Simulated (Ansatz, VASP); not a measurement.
# Si2Sb: VASP beside Ansatz, part 2 of 2

One calculation is typed for both programs; each brings its own data sets and cutoff. How far apart do they land? The cell is invented: As first built, before any earlier steps moved the atoms (in the runner's words): it takes the YSi2 structure with some of its atoms replaced by other elements, volume scaled by an estimate. It may not be a known or stable phase. The cell is taken from a series of VASP runs on this material, whose earlier steps may have relaxed, scaled or displaced it; both programs get it as it stands. Other levels of theory on this material are compared in a session of their own.

VASP 6.6.1 and Ansatz 0.2.0.

So far. Step 3 (VASP: band structure, PBEsol): The run ends at a pressure of -1.67 GPa.

## 5. VASP: band structure, r2SCAN

Level of this step: r2SCAN; plane waves and PAW (Sb, Si); invented cell (VASP).

With cell and atoms fixed, the geometry can't cause a difference; cores, projectors, grids and the points listed under the comparison can.

Input file INCAR:

```
SYSTEM = Si2Sb
PREC = Accurate
ENCUT = 400
EDIFF = 1E-06
NELM = 100
ISMEAR = 0
SIGMA = 0.02
LREAL = .FALSE.
ALGO = Normal
METAGGA = R2SCAN
LASPH = .TRUE.
LORBIT = 11
LWAVE = .FALSE.
LCHARG = .FALSE.
KPAR = 4
```

Input file POSCAR:

```
Si2Sb
1.0
    4.0565899002      0.0000000000      0.0000000000
   -2.0282949501      3.5131099905      0.0000000000
    0.0000000000      0.0000000000      4.4065027854
Sb Si
1 2
Direct
    0.0000000000      0.0000000000      0.0000000000
    0.3333333300      0.6666666700      0.5000000000
    0.6666666700      0.3333333300      0.5000000000
```

Input file KPOINTS:

```
Automatic mesh
0
Gamma
4 4 3
0 0 0
```

Input file KPOINTS_OPT:

```
Line mode
16
Line-mode
Reciprocal
  0.00000000   0.00000000   0.00000000 GAMMA
  0.50000000   0.00000000   0.00000000 M

  0.50000000   0.00000000   0.00000000 M
  0.33333333   0.33333333   0.00000000 K

  0.33333333   0.33333333   0.00000000 K
  0.00000000   0.00000000   0.00000000 GAMMA

  0.00000000   0.00000000   0.00000000 GAMMA
  0.00000000   0.00000000   0.50000000 A

  0.00000000   0.00000000   0.50000000 A
  0.50000000   0.00000000   0.50000000 L

  0.50000000   0.00000000   0.50000000 L
  0.33333333   0.33333333   0.50000000 H

  0.33333333   0.33333333   0.50000000 H
  0.00000000   0.00000000   0.50000000 A

  0.50000000   0.00000000   0.50000000 L
  0.50000000   0.00000000   0.00000000 M

  0.33333333   0.33333333   0.00000000 K
  0.33333333   0.33333333   0.50000000 H
```

The projector-augmented-wave data sets are Sb and Si (PBE family, release 64).

Launch:

```
mpirun -np 4 vasp_std
```

Numbers of over 12 decimals in the logs are rounded to 6 here.

Output:

```text
[banner, memory and clock lines left out]
running    4 mpi-ranks, on    1 nodes
[...]
[... a notice as in an earlier step ...]

 LDA part: xc-table for (None), standard interpolation
 POSCAR, INCAR and KPOINTS ok, starting setup
[...]
entering main loop
       N       E                     dE             d eps       ncg     rms          rms(c)
DAV:   1     0.772148654578E+00    0.77215E+00   -0.40098E+03   160   0.804E+02
DAV:   2    -0.412473895269E+02   -0.42020E+02   -0.40102E+02   208   0.132E+02
DAV:   3    -0.431851888024E+02   -0.19378E+01   -0.18570E+01   190   0.285E+01
DAV:   4    -0.432171991610E+02   -0.32010E-01   -0.27088E-01   214   0.393E+00
[...]
DAV:  10    -0.411740272530E+02   -0.28352E-04   -0.10581E-04   180   0.981E-02    0.249E-02
DAV:  11    -0.411740296965E+02   -0.24435E-05   -0.46758E-06   178   0.188E-02    0.957E-03
DAV:  12    -0.411740301704E+02   -0.47390E-06   -0.43141E-07   104   0.571E-03
   1 F= -.41174030E+02 E0= -.41172601E+02  d E =-.285930E-02
 Start KPOINTS_OPT (optional k-point list driver)
k-point batch [1-8\144]
       N       E                     dE             ncg
DAV:   1     0.604867100749E+03    0.10744E+03      160
DAV:   2     0.255603666020E+03   -0.34926E+03      238
DAV:   3     0.244309644966E+03   -0.11294E+02      202
DAV:   4     0.244204221308E+03   -0.10542E+00      222
DAV:   5     0.244202995068E+03   -0.12262E-02      224
DAV:   6     0.244202954488E+03   -0.40580E-04      240
DAV:   7     0.244202953632E+03   -0.85626E-06      192
[...]
k-point batch [137-144\144]
       N       E                     dE             ncg
DAV:   1     0.386850484245E+03   -0.25676E+04      160
DAV:   2     0.129817959355E+03   -0.25703E+03      222
DAV:   3     0.121457260417E+03   -0.83607E+01      190
DAV:   4     0.121208416728E+03   -0.24884E+00      270
DAV:   5     0.121206250168E+03   -0.21666E-02      210
DAV:   6     0.121206200875E+03   -0.49293E-04      252
DAV:   7     0.121206198265E+03   -0.26105E-05      232
DAV:   8     0.121206198233E+03   -0.31516E-07      194
```

From OUTCAR (step 5):

```text
  Total        0.5577813      0.5577814     -1.5484922      0.0000000      0.0000000     -0.0000000
  in kB       14.2307459     14.2307466    -39.5068777      0.0000000      0.0000000     -0.0000000
  external PRESSURE =      -3.6817951 kB  Pullay stress =       0.0000000 kB

 POSITION                                       TOTAL-FORCE (eV/Angst)
 -----------------------------------------------------------------------------------
      0.00000      0.00000      0.00000         0.000000      0.000000      0.000000
     -0.00000      2.34207      2.20325         0.000000      0.000000     -0.000000
      2.02829      1.17104      2.20325        -0.000000      0.000000      0.000000
 -----------------------------------------------------------------------------------
    total drift:                                0.000000     -0.000000      0.000000

  FREE ENERGIE OF THE ION-ELECTRON SYSTEM (eV)
  ---------------------------------------------------
  free  energy   TOTEN  =       -41.1740301704 eV

  energy  without entropy=      -41.1711708737  energy(sigma->0) =      -41.17260052

[... 2 parts as in an earlier step ...]

[... 1 further part left out ...]
[key lines of the parts left out:]
E-fermi :   8.0925
```

The run ends at a pressure of -0.37 GPa.

## 6. Ansatz: band structure, r2SCAN

The same cell, functional, mesh and smearing now go to Ansatz, which takes its cutoff from its data sets.

The cell is taken from a series of VASP runs on this material, whose earlier steps may have relaxed, scaled or displaced it; both programs get it as it stands.

Input file input.yaml:

```yaml
crystal:
  lattice:
    - [4.0565899002, 0.0, 0.0]
    - [-2.0282949501, 3.5131099905, 0.0]
    - [0.0, 0.0, 4.4065027854]
  atoms:
    - { symbol: Sb, position: [0.0, 0.0, 0.0] }
    - { symbol: Si, position: [0.33333333, 0.66666667, 0.5] }
    - { symbol: Si, position: [0.66666667, 0.33333333, 0.5] }
hamiltonian:
  xc: r2scan
  pseudopotentials: { kind: paw }
kpoints:
  mp_grid: { grid: [4, 4, 3] }
  band_path:
    path:
      - [0.0, 0.0, 0.0]
      - [0.13333, 0.0, 0.0]
      - [0.3, 0.0, 0.0]
      - [0.46667, 0.0, 0.0]
      - [0.46667, 0.06667, 0.0]
      - [0.41111, 0.17778, 0.0]
      - [0.35556, 0.28889, 0.0]
      - [0.28889, 0.28889, 0.0]
      - [0.17778, 0.17778, 0.0]
      - [0.06667, 0.06667, 0.0]
      - [0.0, 0.0, 0.03333]
      - [0.0, 0.0, 0.2]
      - [0.0, 0.0, 0.36667]
      - [0.0, 0.0, 0.5]
      - [0.16667, 0.0, 0.5]
      - [0.3, 0.0, 0.5]
      - [0.46667, 0.0, 0.5]
      - [0.46667, 0.06667, 0.5]
      - [0.41111, 0.17778, 0.5]
      - [0.35556, 0.28889, 0.5]
      - [0.28889, 0.28889, 0.5]
      - [0.17778, 0.17778, 0.5]
      - [0.06667, 0.06667, 0.5]
      - [0.5, 0.0, 0.46667]
      - [0.5, 0.0, 0.3]
      - [0.5, 0.0, 0.13333]
      - [0.33333, 0.33333, 0.0]
      - [0.33333, 0.33333, 0.16667]
      - [0.33333, 0.33333, 0.33333]
      - [0.33333, 0.33333, 0.5]
    npoints: 1
scf:
  occupations: { method: gaussian, width: 0.02 }
  n_extra_bands: 7
output:
  forces: true
  stress: true
  eigenvalues: true
```

Launch:

```
ansatz run input.yaml --threads 2 --pin off --max-ram 4608MiB --backend cpu --events-out ev --progress --plain --runs-dir out
```

Output:

```text
[...]
Crystal: 3 atoms, lattice volume = 62.798 Å³
Basis set: ecut = 500 eV, 1571 PW (Γ), exchange–correlation on 120×120×144 points (64 copies of the dense FFT grid, shifted against one another)
Bands: 19, of which v1, the nominal top of the filled ones, is band 12 counted from 1 (11 counted from 0)
Symmetry: 24 space group operations
[...]
k-points: 8 of 48
[...]
k-point 0: bands = [... 8 lower, 6.8122, 6.8122, 8.4521, 8.4521, 9.0963, 12.9086, 14.7556, 15.0022, ... 3 higher]
  k-point 1: bands = [... 8 lower, 6.9435, 8.2294, 9.3795, 9.3795, 9.4782, 12.1141, 12.1141, 12.3000, ... 3 higher]
  k-point 2: bands = [... 8 lower, 5.2668, 5.4139, 8.0312, 10.5666, 11.4260, 11.5187, 13.4411, 13.8005, ... 3 higher]
  k-point 7: bands = [... 8 lower, 3.5652, 5.5464, 6.7321, 10.1097, 11.9634, 12.9103, 13.6971, 15.1979, ... 3 higher]
[key lines of the parts left out:]
SCF converged after 6 iterations
Free energy (F): -7775.191325 eV
Fermi energy:    9.702456 eV
P = ⅓ Tr σ = -0.2477 GPa (-2.477 kbar)
```

Run time: 5 s. Hardware: 2 threads of Arm Neoverse V2, shared host; peak memory 0.42 GiB.

## 7. Side by side

What differs besides the data sets and the points named for the pairs above, as far as they apply: VASP keeps PBE cores, Ansatz makes them for the functional; the cutoff is 500 eV in Ansatz and 400 eV in VASP. Total energies have different zeros and are not compared.

Both answers:

```
      quantity  Ansatz   VASP  difference
pressure (GPa)   -0.25  -0.37       +0.12
```

Levels from 3 eV below to 2 eV above the Fermi level differ by 4 meV r.m.s. and 13 meV at most; each VASP level is matched to the nearest of Ansatz, which flatters the figure a little.

## 8. Ansatz: band structure, r2SCAN, spin-orbit coupling

A single point gives forces, pressure and levels at one fixed geometry, so differences don't come from the geometry; what else differs is listed under the comparison.

The cell is taken from a series of VASP runs on this material, whose earlier steps may have relaxed, scaled or displaced it; both programs get it as it stands.

Changes to input.yaml since step 6:

```diff
@@ -11,5 +11,8 @@
   xc: r2scan
-  pseudopotentials: { kind: paw }
+  pseudopotentials: { kind: paw_fr }
+magnetization:
+  noncollinear: true
+  spin_orbit: true
 kpoints:
-  mp_grid: { grid: [4, 4, 3] }
+  mp_grid: { grid: [5, 5, 4] }
   band_path:
@@ -49,3 +52,3 @@
   occupations: { method: gaussian, width: 0.02 }
-  n_extra_bands: 7
+  n_extra_bands: 14
 output:
```

Output:

```text
[...]
non-collinear run that drives no moment, with spin-orbit: no starting moment large enough to seed its density (crystal.atoms[].spin), no starting occupations that ask for one, no magnetisation constraint and no magnetic field, so the semilocal B_xc is pinned to zero
Crystal: 3 atoms, lattice volume = 62.798 Å³
[...]
k-point 1: bands = [... 19 lower, 7.1301, 8.8499, 8.8499, 9.1540, 9.1540, 9.3333, 9.3333, 12.7579, ... 10 higher]
  k-point 2: bands = [... 19 lower, 9.6360, 9.9066, 9.9066, 9.9395, 9.9395, 10.5840, 10.5840, 10.8293, ... 10 higher]
  k-point 14: bands = [... 19 lower, 4.2478, 6.1736, 6.1736, 10.0416, 10.0416, 12.7947, 12.7947, 13.8875, ... 10 higher]
[key lines of the parts left out:]
SCF converged after 7 iterations
Magnetization: |M| = 0.0000 μB,  M = (+0.0000, +0.0000, +0.0000) μB
Free energy (F): -7764.052910 eV
Fermi energy:    9.585161 eV
P = ⅓ Tr σ = -0.4798 GPa (-4.798 kbar)
```

Wall time 42 s (2 threads); peak memory 0.64 GiB.

## 9. VASP: band structure, r2SCAN, spin-orbit coupling

The same cell, functional, mesh and smearing now go to VASP, with its own data sets and cutoff.

Changes to INCAR since step 5:

```diff
@@ -11,2 +11,7 @@
 LASPH = .TRUE.
+LNONCOLLINEAR = .TRUE.
+MAGMOM = 0 0 0 0 0 0 0 0 0
+NBANDS = 24
+GGA_COMPAT = .FALSE.
+LSORBIT = .TRUE.
 LORBIT = 11
```

POSCAR is that of step 5.

Input file KPOINTS:

```
Automatic mesh
0
Gamma
5 5 4
0 0 0
```

KPOINTS_OPT is that of step 5.

Launch:

```
mpirun -np 4 vasp_ncl
```

Output:

```text
[... set-up lines as in an earlier step ...]
 entering main loop
       N       E                     dE             d eps       ncg     rms          rms(c)
DAV:   1     0.134667791549E+01    0.13467E+01   -0.41365E+03   720   0.731E+02
DAV:   2    -0.410707406064E+02   -0.42417E+02   -0.40333E+02   880   0.133E+02
DAV:   3    -0.432649702109E+02   -0.21942E+01   -0.21484E+01   960   0.294E+01
DAV:   4    -0.432904588400E+02   -0.25489E-01   -0.25386E-01   864   0.368E+00
[...]
DAV:  10    -0.412818627404E+02   -0.46695E-05   -0.54562E-05   880   0.506E-02    0.442E-02
DAV:  11    -0.412818786431E+02   -0.15903E-04   -0.43093E-05   832   0.517E-02    0.955E-03
DAV:  12    -0.412818795802E+02   -0.93709E-06   -0.18146E-06   856   0.102E-02
   1 F= -.41281880E+02 E0= -.41281570E+02  d E =-.619464E-03  mag=     0.0000    -0.0000     0.0000
 Start KPOINTS_OPT (optional k-point list driver)
k-point batch [1-15\144]
       N       E                     dE             ncg
DAV:   1     0.119600015814E+04   -0.57368E+03      720
DAV:   2     0.522110817476E+03   -0.67389E+03      888
DAV:   3     0.487188837814E+03   -0.34922E+02      952
DAV:   4     0.486793706315E+03   -0.39513E+00      848
DAV:   5     0.486787627496E+03   -0.60788E-02      928
DAV:   6     0.486787516966E+03   -0.11053E-03      880
DAV:   7     0.486787514837E+03   -0.21292E-05      944
DAV:   8     0.486787514798E+03   -0.38867E-07      688
[...]
k-point batch [136-144\144]
       N       E                     dE             ncg
DAV:   1     0.270420752769E+04   -0.30254E+04      432
DAV:   2     0.236370640233E+04   -0.34050E+03      536
DAV:   3     0.234909353692E+04   -0.14613E+02      584
DAV:   4     0.234892581462E+04   -0.16772E+00      504
DAV:   5     0.234892295672E+04   -0.28579E-02      568
DAV:   6     0.234892290719E+04   -0.49533E-04      528
DAV:   7     0.234892290609E+04   -0.10942E-05      568
DAV:   8     0.234892290607E+04   -0.17387E-07      352
```

Parts of OUTCAR (step 9):

```text
  Total       -0.7266218     -0.7266218      0.7357215      0.0000000     -0.0000000     -0.0000000
  in kB      -18.5383939    -18.5383948     18.7705568      0.0000000     -0.0000000     -0.0000000
  external PRESSURE =      -6.1020773 kB  Pullay stress =       0.0000000 kB

 POSITION                                       TOTAL-FORCE (eV/Angst)
 -----------------------------------------------------------------------------------
      0.00000      0.00000      0.00000        -0.000000      0.000000     -0.000000
     -0.00000      2.34207      2.20325        -0.000000      0.000000     -0.000000
      2.02829      1.17104      2.20325         0.000000      0.000000      0.000000
 -----------------------------------------------------------------------------------
    total drift:                               -0.000000     -0.000000      0.000000

  FREE ENERGIE OF THE ION-ELECTRON SYSTEM (eV)
  ---------------------------------------------------
  free  energy   TOTEN  =       -41.2818795802 eV

  energy  without entropy=      -41.2812601163  energy(sigma->0) =      -41.28156985

 magnetization (x)
# of ion       s       p       d       tot
------------------------------------------
    1        0.000  -0.000  -0.000  -0.000
    2        0.000  -0.000   0.000  -0.000
    3       -0.000  -0.000   0.000  -0.000
--------------------------------------------------
tot         -0.000  -0.000  -0.000  -0.000

 magnetization (y)
# of ion       s       p       d       tot
------------------------------------------
    1       -0.000  -0.000   0.000  -0.000
    2        0.000   0.000   0.000   0.000
    3        0.000   0.000   0.000   0.000
--------------------------------------------------
tot         -0.000  -0.000   0.000  -0.000

 magnetization (z)
# of ion       s       p       d       tot
------------------------------------------
    1       -0.000   0.000   0.000   0.000
    2        0.000   0.000   0.000   0.000
    3        0.000   0.000   0.000   0.000
--------------------------------------------------
tot         -0.000   0.000   0.000   0.000

[... 1 part as in an earlier step ...]

[... 2 further parts left out ...]
[key lines of the parts left out:]
E-fermi :   7.9822
```

The run ends at a pressure of -0.61 GPa.

## 10. Side by side

What differs besides the data sets and the points named for the pairs above, as far as they apply: spin-orbit coupling enters by fully relativistic files in Ansatz and inside the spheres in VASP; the data sets hold 23 valence electrons in Ansatz (fully relativistic PAW (standard-fr) files) and 13 in VASP. Total energies have different zeros and are not compared.

Both answers:

```
      quantity  Ansatz   VASP  difference
pressure (GPa)   -0.48  -0.61       +0.13
```

Levels from 3 eV below to 2 eV above the Fermi level differ by 7 meV r.m.s. and 14 meV at most; each VASP level is matched to the nearest of Ansatz, which flatters the figure a little.

## 11. Summary of results

| Item | Value |
| --- | --- |
| r.m.s. difference of levels near the Fermi level (band structure, PBEsol) | 3.6 meV |
| r.m.s. difference of levels near the Fermi level (band structure, r2SCAN) | 3.9 meV |
| r.m.s. difference of levels near the Fermi level (band structure, r2SCAN, spin-orbit coupling) | 7.0 meV |

**Reading.** The r.m.s. difference of levels near the Fermi level is 7.0 meV (band structure, r2SCAN, spin-orbit coupling), within the 80 meV picked in this series as the mark of a large difference. 4 further runs of this series are not shown here. Such differences can come from data sets, numerical settings and the points named under the comparisons, not from the functional's error against experiment.

[Lines on the potential files, build, host, timing and source positions are cut from VASP's logs without a mark.]

[Logs are printed without paths, hosts, clocks, repeated set-up lines and the standing remarks that a program may print on its own settings, such as how far it seeks lower states.]

[Hosts, paths, dates, database ids (printed as entryN), source tags and the programs' standing remarks are cut or masked in the printed files.]
